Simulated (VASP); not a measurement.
Level of theory: PBE GGA with D3 dispersion (Becke-Johnson damping), VASP's PBE PAW potentials (set 64) (plane waves; VASP).

VASP ran on this input.

File KPOINTS:
```
Automatic mesh
0
Gamma
20 20 20
0 0 0
```

### INCAR
```
SYSTEM = Fe
PREC = Accurate
ENCUT = 520
EDIFF = 1E-7
NELM = 100
ALGO = Normal
LREAL = .FALSE.
LASPH = .TRUE.
ISMEAR = -5
GGA = PE
IVDW = 12
LMAXMIX = 4
ISPIN = 2
MAGMOM = 2.1
LORBIT = 11
LWAVE = .FALSE.
LCHARG = .TRUE.
NEDOS = 601
ISIF = 2
```

POSCAR:
```
Fe
1
   -1.4017704256     1.4017704256     1.4017704256
    1.4017704256    -1.4017704256     1.4017704256
    1.4017704256     1.4017704256    -1.4017704256
Fe
1
Direct
  0.0000000000   0.0000000000   0.0000000000
```

POTCAR, in this order: Fe (PBE.64 set). Program: vasp_std.

Output

File OSZICAR:
```
       N       E                     dE             d eps       ncg     rms          rms(c)
DAV:   1     0.155869777247E+02    0.15587E+02   -0.41449E+03  9673   0.109E+03
DAV:   2    -0.896280785095E+01   -0.24550E+02   -0.23313E+02  9291   0.130E+02
DAV:   3    -0.927419613147E+01   -0.31139E+00   -0.31025E+00 10281   0.201E+01
DAV:   4    -0.927558648365E+01   -0.13904E-02   -0.13903E-02 10064   0.125E+00
DAV:   5    -0.927559876588E+01   -0.12282E-04   -0.12283E-04  9973   0.105E-01    0.118E+01
DAV:   6    -0.830991252990E+01    0.96569E+00   -0.12573E+01  9777   0.574E+01    0.517E+00
DAV:   7    -0.825082455349E+01    0.59088E-01   -0.70476E-01  9775   0.132E+01    0.322E+00
DAV:   8    -0.824419434616E+01    0.66302E-02   -0.89877E-03 11344   0.798E-01    0.149E+00
DAV:   9    -0.823648875593E+01    0.77056E-02   -0.84391E-03 11598   0.745E-01    0.380E-01
DAV:  10    -0.823691924039E+01   -0.43048E-03   -0.18204E-03 10519   0.492E-01    0.143E-01
DAV:  11    -0.823690080740E+01    0.18433E-04   -0.18166E-04  9770   0.209E-01    0.372E-02
DAV:  12    -0.823689615455E+01    0.46529E-05   -0.55539E-06  9741   0.399E-02    0.111E-02
DAV:  13    -0.823689539896E+01    0.75559E-06   -0.10016E-06  9896   0.102E-02    0.433E-03
DAV:  14    -0.823689659711E+01   -0.11982E-05   -0.90745E-08  5028   0.421E-03    0.884E-04
DAV:  15    -0.823689688574E+01   -0.28863E-06   -0.77931E-09  4650   0.960E-04    0.219E-04
DAV:  16    -0.823689688724E+01   -0.15028E-08   -0.16087E-09  4640   0.562E-04
   1 F= -.86059265E+01 E0= -.86059265E+01  d E =0.000000E+00  mag=     2.1368
```

File OUTCAR:
```
------------------------ aborting loop because EDIFF is reached ----------------------------------------
 Edisp (eV)   -0.36903
  FORCE on cell =-STRESS in cart. coord.  units (eV):
  Direction    XX          YY          ZZ          XY          YZ          ZX
  --------------------------------------------------------------------------------------
  Total       0.02599     0.02599     0.02599    -0.00000    -0.00000    -0.00000
  in kB       3.77948     3.77948     3.77948    -0.00000    -0.00000    -0.00000
  external pressure =        3.78 kB  Pullay stress =        0.00 kB
  volume of cell :       11.02
      direct lattice vectors                 reciprocal lattice vectors
    -1.401770426  1.401770426  1.401770426     0.000000000  0.356691788  0.356691788
     1.401770426 -1.401770426  1.401770426     0.356691788  0.000000000  0.356691788
     1.401770426  1.401770426 -1.401770426     0.356691788  0.356691788  0.000000000
 POSITION                                       TOTAL-FORCE (eV/Angst)
 -----------------------------------------------------------------------------------
      0.00000      0.00000      0.00000        -0.000000     -0.000000     -0.000000
 -----------------------------------------------------------------------------------
    total drift:                                0.000000     -0.000000      0.000000
  FREE ENERGIE OF THE ION-ELECTRON SYSTEM (eV)
  ---------------------------------------------------
  free  energy   TOTEN  =        -8.6059265364 eV

  energy  without entropy=       -8.6059265364  energy(sigma->0) =       -8.60592654

 total charge

# of ion       s       p       d       tot
------------------------------------------
    1        0.500   0.571   6.262   7.333

 magnetization (x)

# of ion       s       p       d       tot
------------------------------------------
    1       -0.013  -0.057   2.199   2.129
```
(Selected blocks of OUTCAR.)

**OUTCAR**
```
 val. band max:        6.1877727294   @ k =   0.5000   0.5000   0.4500

 cond. band min:       6.1303014303   @ k =  -0.1500   0.1500   0.1000


 Fermi energy:         6.1557406183

 spin component 1

 k-point     1 :       0.0000    0.0000    0.0000
  band No.  band energies     occupation
      1      -2.4691      1.00000
      2       3.7857      1.00000
      3       3.7857      1.00000
      4       3.7857      1.00000
      5       5.0531      1.00000
      6       5.0531      1.00000
      7      31.4685      0.00000
      8      31.4685      0.00000
      9      31.4685      0.00000

 k-point     2 :       0.0500    0.0000    0.0000
  band No.  band energies     occupation
      1      -2.3627      1.00000
      2       3.7557      1.00000
      3       3.7837      1.00000
      4       3.8441      1.00000
      5       5.0226      1.00000
      6       5.0555      1.00000
      7      30.7717      0.00000
      8      31.3240      0.00000
      9      31.4018      0.00000

 k-point     3 :       0.1000    0.0000    0.0000
  band No.  band energies     occupation
      1      -2.0488      1.00000
      2       3.6696      1.00000
      3       3.7701      1.00000
      4       4.0159      1.00000
      5       4.9482      1.00000
      6       5.0631      1.00000
      7      29.1099      0.00000
      8      30.8123      0.00000
      9      31.2283      0.00000

 k-point     4 :       0.1500    0.0000    0.0000
  band No.  band energies     occupation
      1      -1.5458      1.00000
      2       3.5374      1.00000
      3       3.7278      1.00000
      4       4.2905      1.00000
      5       4.8750      1.00000
      6       5.0770      1.00000
      7      26.9906      0.00000
      8      29.9128      0.00000
      9      31.0032      0.00000

 k-point     5 :       0.2000    0.0000    0.0000
  band No.  band energies     occupation
      1      -0.8922      1.00000
...
```

For a metal the tetrahedron method with Blöchl corrections gives inexact stress and forces.

The compound is Fe in the bcc structure. It was relaxed first, which changed the volume by -7 %.
